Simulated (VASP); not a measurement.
# A VASP study of InGa (PBE): structure first, properties next

What structure does InGa take at this level, and what are its properties? The steps: full relaxation (PBE), second relaxation, density, ELF and potential (PBE), band structure (PBE), density of states (PBE) and core levels (PBE). The cell is invented: it takes the structure of a Materials Project entry for InBi (space group 216 there), with some of its atoms replaced by other elements, volume scaled by an estimate. It may not be a known or stable phase. Left out of this account: 1 further run (elastic: elastic constants of a metal on too coarse a mesh).

Calculated with VASP 6.6.1; PBE; plane waves and PAW (In_d, Ga_d); invented cell.

## (1) Set-up

Before any relaxation, the start is as follows. The structure is cubic, space group F-43m (No. 216). The conventional cell has a = 6.112 Å, b = 6.112 Å, c = 6.112 Å, α = 90.00°, β = 90.00°, γ = 90.00°. Nearest to In lie 4 Ga at 2.65 Å. Nearest to Ga lie 4 In at 2.65 Å. It derives from InBi. it takes the structure of a Materials Project entry for InBi (space group 216 there), with some of its atoms replaced by other elements, volume scaled by an estimate. Farther neighbours are not listed.

## (2) Full relaxation (PBE)

Properties are meant for the cell that this level of theory prefers, so cell and atoms are relaxed first (ISIF = 3) until forces and stress are small; EDIFFG sets the threshold. PBE, the usual starting point, adds the gradient of the density.

INCAR reads:

```
SYSTEM = InGa
PREC = Accurate
ENCUT = 400
EDIFF = 1E-06
NELM = 100
ISMEAR = 0
SIGMA = 0.05
LREAL = .FALSE.
ALGO = Normal
GGA = PE
LORBIT = 11
LWAVE = .FALSE.
LCHARG = .FALSE.
IBRION = 2
NSW = 60
ISIF = 3
EDIFFG = -0.01
```

POSCAR reads:

```
InGa
1.0
    0.0000000000      3.0560800000      3.0560800000
    3.0560800000      0.0000000000      3.0560800000
    3.0560800000      3.0560800000      0.0000000000
In Ga
1 1
Direct
    0.0000000000      0.0000000000      0.0000000000
    0.2500000000      0.2500000000      0.2500000000
```

KPOINTS reads:

```
Automatic mesh
0
Gamma
6 6 6
0 0 0
```

PAW data sets: In_d and Ga_d (PBE family, release 64).

Started as:

```bash
mpirun -np 1 vasp_std
```

Output:

```text
[banner, memory and clock lines left out]
running    1 mpi-ranks, on    1 nodes
 distrk:  each k-point on    1 cores,    1 groups
 distr:  one band on    1 cores,    1 groups

 POSCAR found type information on POSCAR InGa
 POSCAR found :  2 types and       2 ions
 LDA part: xc-table for (Slater+PW92), standard interpolation
 POSCAR, INCAR and KPOINTS ok, starting setup
 FFT: planning ... GRIDC
 FFT: planning ... GRID_SOFT
 FFT: planning ... GRID
 WAVECAR not read
 entering main loop
       N       E                     dE             d eps       ncg     rms          rms(c)
DAV:   1     0.155429734261E+03    0.15543E+03   -0.11692E+04   544   0.195E+03
DAV:   2     0.749312086983E+01   -0.14794E+03   -0.14652E+03   544   0.373E+02
DAV:   3    -0.447557411756E+01   -0.11969E+02   -0.11946E+02   677   0.118E+02
DAV:   4    -0.473436725167E+01   -0.25879E+00   -0.25869E+00   658   0.185E+01
DAV:   5    -0.474586045034E+01   -0.11493E-01   -0.11492E-01   839   0.315E+00    0.325E+00
DAV:   6    -0.471145834550E+01    0.34402E-01   -0.82317E-02   689   0.651E+00    0.159E+00
DAV:   7    -0.470780006474E+01    0.36583E-02   -0.37995E-02   886   0.373E+00    0.316E-01
DAV:   8    -0.470791156579E+01   -0.11150E-03   -0.61142E-03   657   0.118E+00    0.408E-02
DAV:   9    -0.470802293329E+01   -0.11137E-03   -0.77569E-04   618   0.684E-01    0.280E-02
DAV:  10    -0.470804879374E+01   -0.25860E-04   -0.88679E-05   652   0.105E-01    0.834E-03
DAV:  11    -0.470804996771E+01   -0.11740E-05   -0.73038E-06   657   0.579E-02    0.423E-03
DAV:  12    -0.470805009859E+01   -0.13088E-06   -0.12589E-06   453   0.159E-02
   1 F= -.47080501E+01 E0= -.47066382E+01  d E =-.470805E+01
 curvature:   0.00 expect dE= 0.000E+00 dE for cont linesearch  0.000E+00
 trial: gam= 0.00000 g(F)=  0.854E-45 g(S)=  0.104E+00 ort = 0.000E+00 (trialstep = 0.100E+01)
 search vector abs. value=  0.104E+00
 bond charge predicted
       N       E                     dE             d eps       ncg     rms          rms(c)
DAV:   1    -0.690216387319E+01   -0.21941E+01   -0.46547E+01   550   0.136E+02    0.825E+00
DAV:   2    -0.516735323347E+01    0.17348E+01   -0.33407E+00   637   0.341E+01    0.358E+00
DAV:   3    -0.480270342539E+01    0.36465E+00   -0.11127E+00   622   0.188E+01    0.988E-01
DAV:   4    -0.478512911739E+01    0.17574E-01   -0.33498E-02   587   0.320E+00    0.719E-01
DAV:   5    -0.476923147770E+01    0.15898E-01   -0.20149E-02   600   0.212E+00    0.759E-02
DAV:   6    -0.476920083968E+01    0.30638E-04   -0.38564E-04   855   0.729E-01    0.654E-02
DAV:   7    -0.476920340126E+01   -0.25616E-05   -0.11954E-04   993   0.432E-01    0.230E-02
DAV:   8    -0.476920146366E+01    0.19376E-05   -0.84873E-05   802   0.326E-01    0.639E-03
DAV:   9    -0.476920156928E+01   -0.10561E-06   -0.87723E-06   730   0.792E-02
   2 F= -.47692016E+01 E0= -.47679809E+01  d E =-.611515E-01
[...]
3 F= -.47716194E+01 E0= -.47703954E+01  d E =-.635693E-01
[...]
4 F= -.47697073E+01 E0= -.47684772E+01  d E =-.616572E-01
[...]
5 F= -.47719089E+01 E0= -.47706827E+01  d E =-.638588E-01
 curvature:  -0.20 expect dE=-0.212E-03 dE for cont linesearch -0.212E-03
 ZBRENT: interpolating
 opt :   1.2420  next Energy=    -4.772201 (dE=-0.642E-01)
 bond charge predicted
       N       E                     dE             d eps       ncg     rms          rms(c)
DAV:   1    -0.477870605236E+01   -0.67972E-02   -0.13304E-01   556   0.645E+00    0.489E-01
DAV:   2    -0.477303304877E+01    0.56730E-02   -0.12513E-02   625   0.223E+00    0.195E-01
DAV:   3    -0.477204517994E+01    0.98787E-03   -0.26079E-03   608   0.923E-01    0.770E-02
DAV:   4    -0.477200711978E+01    0.38060E-04   -0.69993E-05   561   0.955E-02    0.637E-02
DAV:   5    -0.477195102100E+01    0.56099E-04   -0.46495E-05   579   0.107E-01    0.575E-03
DAV:   6    -0.477195153523E+01   -0.51424E-06   -0.62108E-06   654   0.859E-02
   6 F= -.47719515E+01 E0= -.47707263E+01  d E =-.639014E-01
 curvature:  -0.28 expect dE=-0.275E-05 dE for cont linesearch -0.275E-05
 trial: gam= 0.00000 g(F)=  0.393E-45 g(S)=  0.982E-05 ort =-0.101E-02 (trialstep = 0.105E+01)
 search vector abs. value=  0.982E-05
 reached required accuracy - stopping structural energy minimisation
```

Run time: 18 s. Hardware: 1 MPI rank of Intel Xeon 6975P-C (Granite Rapids), shared host; peak memory 0.16 GiB.

The logs omit lines about the potential files and the build; timing stands in the text.

OUTCAR, selected parts (step 2):

```text
ion  position               nearest neighbor table
   1  0.000  0.000  0.000-   2 2.65   2 2.65   2 2.65   2 2.65
   2  0.250  0.250  0.250-   1 2.65   1 2.65   1 2.65   1 2.65

  LATTYP: Found a face centered cubic cell.
 ALAT       =     6.1121600000

 Subroutine GETGRP returns: Found 24 space group operations
 (whereof 24 operations were pure point group operations)

The static configuration has the point symmetry T_d .

 Found     16 irreducible k-points:

   k-points           NKPTS =     16   k-points in BZ     NKDIM =     16   number of bands    NBANDS=     17

   dimension x,y,z NGX =    28 NGY =   28 NGZ =   28
   dimension x,y,z NGXF=    56 NGYF=   56 NGZF=   56

   ENCUT  =  400.0 eV  29.40 Ry    5.42 a.u.   7.05  7.05  7.05*2*pi/ulx,y,z

   NELECT =      26.0000    total number of electrons

 k-points in reciprocal lattice and weights: Automatic mesh
   0.00000000  0.00000000  0.00000000       0.005
   0.16666667  0.00000000  0.00000000       0.037
   0.33333333  0.00000000  0.00000000       0.037
   0.50000000  0.00000000  0.00000000       0.019
   0.16666667  0.16666667  0.00000000       0.028
   0.33333333  0.16666667  0.00000000       0.111
   0.50000000  0.16666667  0.00000000       0.111
  -0.33333333  0.16666667  0.00000000       0.111
  -0.16666667  0.16666667  0.00000000       0.056
[...]
-0.33333333  0.33333333  0.16666667       0.111
  -0.33333333  0.50000000  0.16666667       0.056

 average (electrostatic) potential at core
       1 -97.8525       2 -67.0258

 E-fermi :   3.2039

 k-point     1 :       0.0000    0.0000    0.0000
  band No.  band energies     occupation
    ...
      7     -11.0026      2.00000
      8     -11.0026      2.00000
      9     -10.9387      2.00000
     10     -10.9387      2.00000
     11      -5.2799      2.00000
     12       5.4836      0.00000
     13       5.6447      0.00000
     14       5.6447      0.00000
     15       5.6447      0.00000
     16       7.5345      0.00000
    ...

 k-point     2 :       0.1667    0.0000    0.0000
  band No.  band energies     occupation
    ...
      8     -11.0031      2.00000
      9     -10.9350      2.00000
     10     -10.9350      2.00000
     11      -4.9904      2.00000
     12       2.8956      2.00000
     13       5.1390      0.00000
     14       5.1391      0.00000
     15       6.1569      0.00000
     16       8.1519      0.00000
     17       8.1519      0.00000

 k-point     3 :       0.3333    0.0000    0.0000
  band No.  band energies     occupation
    ...
      8     -11.0017      2.00000
      9     -10.9290      2.00000
     10     -10.9290      2.00000
     11      -4.1794      2.00000
     12       0.3765      2.00000
     13       4.5420      0.00000
     14       4.5420      0.00000
     15       5.7026      0.00000
     16       8.5253      0.00000
     17       8.5253      0.00000

  Total       -0.0116482     -0.0116482     -0.0116482      0.0000000      0.0000000      0.0000000
  in kB       -0.2941490     -0.2941490     -0.2941490      0.0000000      0.0000000      0.0000000
  external PRESSURE =      -0.2941490 kB  Pullay stress =       0.0000000 kB

  energy-cutoff  :      400.00
  volume of cell :       63.45
      direct lattice vectors                 reciprocal lattice vectors
     0.000000000  3.165607855  3.165607855    -0.157947548  0.157947548  0.157947548
     3.165607855 -0.000000000  3.165607855     0.157947548 -0.157947548  0.157947548
     3.165607855  3.165607855 -0.000000000     0.157947548  0.157947548 -0.157947548

 POSITION                                       TOTAL-FORCE (eV/Angst)
 -----------------------------------------------------------------------------------
      0.00000      0.00000      0.00000        -0.000000     -0.000000     -0.000000
      1.58280      1.58280      1.58280         0.000000      0.000000      0.000000
 -----------------------------------------------------------------------------------
    total drift:                               -0.000001     -0.000001     -0.000001

  FREE ENERGIE OF THE ION-ELECTRON SYSTEM (eV)
  ---------------------------------------------------
  free  energy   TOTEN  =        -4.7719515352 eV

  energy  without entropy=       -4.7695010705  energy(sigma->0) =       -4.77072630

 reached required accuracy - stopping structural energy minimisation

 total charge
# of ion       s       p       d       tot
------------------------------------------
    1        0.975   0.588   9.837  11.400
    2        1.030   0.599   9.929  11.558
--------------------------------------------------
tot          2.004   1.188  19.766  22.958

[... 3 further parts left out ...]
```

The k-mesh is coarse for a metal. After so large a change of volume the plane waves of the start cell no longer fit, so the final stress carries a basis-set error. The run keeps the 24 symmetry operations of its start, so it cannot find a distortion of lower symmetry.

The steps of the relaxation:

| step | energy less that of the first step (eV) | largest force (eV/Å) | pressure (GPa) | volume (Å³) |
| --- | --- | --- | --- | --- |
| 1 | 0.0000 | 0.0000 | 3.36 | 57.09 |
| 2 | -0.0612 | 0.0000 | 0.48 | 62.17 |
| 3 | -0.0636 | 0.0000 | 0.41 | 63.05 |
| 4 | -0.0617 | 0.0000 | -0.61 | 64.83 |
| 5 | -0.0639 | 0.0000 | -0.30 | 63.74 |
| 6 | -0.0639 | 0.0000 | -0.03 | 63.45 |

| conventional cell, symmetrised | before | after | change |
| --- | --- | --- | --- |
| a (Å) | 6.112 | 6.331 | +3.6 % |
| b (Å) | 6.112 | 6.331 | +3.6 % |
| c (Å) | 6.112 | 6.331 | +3.6 % |
| volume (Å³/atom) | 28.54 | 31.72 | +11.1 % |

Final coordinates:

```xyz
2
Lattice="0.0000 3.1656 3.1656 3.1656 0.0000 3.1656 3.1656 3.1656 0.0000" Properties=species:S:1:pos:R:3 pbc="T T T"
In    0.0000    0.0000    0.0000
Ga    1.5828    1.5828    1.5828
```

This step gave:

* electrons: 26
* bands: 17
* irreducible k-points: 16
* symmetry operations: 24
* free energy (TOTEN): -4.772 eV
* energy at zero smearing: -4.771 eV
* Fermi energy: 3.204 eV
* pressure: -0.02941 GPa
* metallic: yes
* SCF cycles over all ionic steps: 50

It ends with forces that vanish by symmetry and a pressure of -0.03 GPa.

## (3) Second relaxation

A relaxation keeps the plane waves of the cell it began with, so it is repeated from the new cell, on a basis made for it.

INCAR is that of step 2.

POSCAR reads:

```
InGa
1.0
    0.0000000000      3.1656078554      3.1656078554
    3.1656078554      0.0000000000      3.1656078554
    3.1656078554      3.1656078554      0.0000000000
In Ga
1 1
Direct
    0.0000000000      0.0000000000      0.0000000000
    0.2500000000      0.2500000000      0.2500000000
```

KPOINTS is that of step 2.

Started as:

```bash
mpirun -np 1 vasp_std
```

Output:

```text
[... set-up lines as in an earlier step ...]
 entering main loop
       N       E                     dE             d eps       ncg     rms          rms(c)
DAV:   1     0.152238284286E+03    0.15224E+03   -0.11484E+04   544   0.183E+03
DAV:   2     0.695861857623E+01   -0.14528E+03   -0.14396E+03   553   0.360E+02
DAV:   3    -0.450748788373E+01   -0.11466E+02   -0.11433E+02   611   0.115E+02
DAV:   4    -0.479259471831E+01   -0.28511E+00   -0.28491E+00   655   0.195E+01
DAV:   5    -0.480523350240E+01   -0.12639E-01   -0.12638E-01   790   0.348E+00    0.266E+00
DAV:   6    -0.478160300521E+01    0.23630E-01   -0.67300E-02   731   0.537E+00    0.136E+00
DAV:   7    -0.478057088950E+01    0.10321E-02   -0.31699E-02   839   0.325E+00    0.268E-01
DAV:   8    -0.478095468928E+01   -0.38380E-03   -0.56149E-03   626   0.104E+00    0.438E-02
DAV:   9    -0.478103410101E+01   -0.79412E-04   -0.42456E-04   615   0.526E-01    0.301E-02
DAV:  10    -0.478105722492E+01   -0.23124E-04   -0.68061E-05   648   0.900E-02    0.795E-03
DAV:  11    -0.478105887401E+01   -0.16491E-05   -0.82188E-06   671   0.816E-02    0.335E-03
DAV:  12    -0.478105914572E+01   -0.27171E-06   -0.16657E-06   456   0.152E-02
   1 F= -.47810591E+01 E0= -.47798335E+01  d E =-.478106E+01
 curvature:   0.00 expect dE= 0.000E+00 dE for cont linesearch  0.000E+00
 trial: gam= 0.00000 g(F)=  0.185E-45 g(S)=  0.618E-04 ort = 0.000E+00 (trialstep = 0.100E+01)
 search vector abs. value=  0.618E-04
 bond charge predicted
       N       E                     dE             d eps       ncg     rms          rms(c)
DAV:   1    -0.478250831703E+01   -0.14494E-02   -0.27321E-02   560   0.295E+00    0.218E-01
DAV:   2    -0.478137329916E+01    0.11350E-02   -0.25117E-03   638   0.995E-01    0.879E-02
DAV:   3    -0.478116935340E+01    0.20395E-03   -0.54627E-04   610   0.421E-01    0.331E-02
DAV:   4    -0.478115931660E+01    0.10037E-04   -0.15355E-05   569   0.488E-02    0.271E-02
DAV:   5    -0.478114275605E+01    0.16561E-04   -0.90042E-06   494   0.481E-02    0.240E-03
DAV:   6    -0.478114238978E+01    0.36627E-06   -0.12455E-06   307   0.412E-02
   2 F= -.47811424E+01 E0= -.47799163E+01  d E =-.832441E-04
 ZBRENT: can't locate minimum, use default step
 trial-energy change:   -0.000083  1 .order   -0.000066   -0.000062   -0.000070
 step:   4.0000(harm=  4.0000)  dis= 0.00000  next Energy=    -4.781370 (dE=-0.311E-03)
 bond charge predicted
       N       E                     dE             d eps       ncg     rms          rms(c)
DAV:   1    -0.479326327182E+01   -0.12121E-01   -0.24481E-01   558   0.886E+00    0.651E-01
DAV:   2    -0.478312248896E+01    0.10141E-01   -0.22117E-02   627   0.292E+00    0.264E-01
DAV:   3    -0.478129612800E+01    0.18264E-02   -0.49739E-03   610   0.127E+00    0.983E-02
DAV:   4    -0.478121638264E+01    0.79745E-04   -0.13667E-04   562   0.144E-01    0.807E-02
DAV:   5    -0.478109112509E+01    0.12526E-03   -0.82753E-05   586   0.145E-01    0.772E-03
DAV:   6    -0.478108936922E+01    0.17559E-05   -0.11575E-05   659   0.117E-01    0.507E-03
DAV:   7    -0.478108915291E+01    0.21631E-06   -0.70565E-07   293   0.218E-02
   3 F= -.47810892E+01 E0= -.47798617E+01  d E =-.300072E-04
 curvature:  -3.11 expect dE=-0.102E-07 dE for cont linesearch -0.102E-07
 trial: gam=-0.00724 g(F)=  0.109E-45 g(S)=  0.328E-08 ort = 0.450E-06 (trialstep = 0.160E+01)
 search vector abs. value=  0.100E-09
 reached required accuracy - stopping structural energy minimisation
```

Elapsed: 11 s, on 1 MPI rank; peak memory 0.16 GiB.

From OUTCAR (step 3):

```text
  LATTYP: Found a face centered cubic cell.
 ALAT       =     6.3312157108

The static configuration has the point symmetry T_d .

 Found     16 irreducible k-points:

   dimension x,y,z NGX =    30 NGY =   30 NGZ =   30
   dimension x,y,z NGXF=    60 NGYF=   60 NGZF=   60

   ENCUT  =  400.0 eV  29.40 Ry    5.42 a.u.   7.30  7.30  7.30*2*pi/ulx,y,z

   NELECT =      26.0000    total number of electrons

 E-fermi :   3.1480

 k-point     1 :       0.0000    0.0000    0.0000
  band No.  band energies     occupation
    ...
      7     -11.0638      2.00000
      8     -11.0638      2.00000
      9     -11.0019      2.00000
     10     -11.0019      2.00000
     11      -5.3000      2.00000
     12       5.3538      0.00000
     13       5.5641      0.00000
     14       5.5641      0.00000
     15       5.5641      0.00000
     16       7.4532      0.00000
    ...

 k-point     2 :       0.1667    0.0000    0.0000
  band No.  band energies     occupation
    ...
      8     -11.0643      2.00000
      9     -10.9984      2.00000
     10     -10.9984      2.00000
     11      -5.0130      2.00000
     12       2.8173      2.00000
     13       5.0643      0.00000
     14       5.0644      0.00000
     15       6.0562      0.00000
     16       8.0647      0.00000
     17       8.0647      0.00000

  Total        0.0002129      0.0002129      0.0002129      0.0000000      0.0000000     -0.0000000
  in kB        0.0053314      0.0053314      0.0053314      0.0000000      0.0000000     -0.0000000
  external PRESSURE =       0.0053314 kB  Pullay stress =       0.0000000 kB

  energy-cutoff  :      400.00
  volume of cell :       63.98
      direct lattice vectors                 reciprocal lattice vectors
     0.000000000  3.174530569  3.174530569    -0.157503602  0.157503602  0.157503602
     3.174530569 -0.000000000  3.174530569     0.157503602 -0.157503602  0.157503602
     3.174530569  3.174530569  0.000000000     0.157503602  0.157503602 -0.157503602

 POSITION                                       TOTAL-FORCE (eV/Angst)
 -----------------------------------------------------------------------------------
      0.00000      0.00000      0.00000        -0.000000     -0.000000     -0.000000
      1.58727      1.58727      1.58727         0.000000      0.000000      0.000000
 -----------------------------------------------------------------------------------
    total drift:                               -0.000001     -0.000001     -0.000001

  FREE ENERGIE OF THE ION-ELECTRON SYSTEM (eV)
  ---------------------------------------------------
  free  energy   TOTEN  =        -4.7810891529 eV

  energy  without entropy=       -4.7786341682  energy(sigma->0) =       -4.77986166

 total charge
# of ion       s       p       d       tot
------------------------------------------
    1        0.975   0.583   9.838  11.395
    2        1.030   0.594   9.929  11.553
--------------------------------------------------
tot          2.005   1.177  19.767  22.948

[... 4 parts as in an earlier step ...]

[... 6 further parts left out ...]
```

Step by step:

```
step  energy less that of the first step (eV)  largest force (eV/Å)  pressure (GPa)  volume (Å³)
   1                                   0.0000                0.0000            0.07        63.45
   2                                  -0.0001                0.0000            0.08        63.58
   3                                   0.0000                0.0000            0.00        63.98
```

```csv
"conventional cell, symmetrised",before,after,change
a (Å),6.331,6.349,+0.3 %
b (Å),6.331,6.349,+0.3 %
c (Å),6.331,6.349,+0.3 %
volume (Å³/atom),31.72,31.99,+0.8 %
```

The relaxed structure:

```xyz
2
Lattice="0.0000 3.1745 3.1745 3.1745 0.0000 3.1745 3.1745 3.1745 0.0000" Properties=species:S:1:pos:R:3 pbc="T T T"
In    0.0000    0.0000    0.0000
Ga    1.5873    1.5873    1.5873
```

Numbers from this step:

- free energy (TOTEN): -4.781 eV
- energy at zero smearing: -4.780 eV
- Fermi energy: 3.148 eV
- pressure: 5.33e-4 GPa
- SCF cycles over all ionic steps: 25

It ends with forces that vanish by symmetry and a pressure of 0.00 GPa.

[end of part 1 of 3]

[Lines on the potential files, build, host, timing and source positions are cut from VASP's logs without a mark.]

[Logs are printed without paths, hosts, clocks, repeated set-up lines and the standing remarks that a program may print on its own settings, such as how far it seeks lower states.]

[Hosts, paths, dates, database ids (printed as entryN), source tags and the programs' standing remarks are cut or masked in the printed files.]

[A measured line is paired with the nearest computed mode of its activity, which favours agreement.]
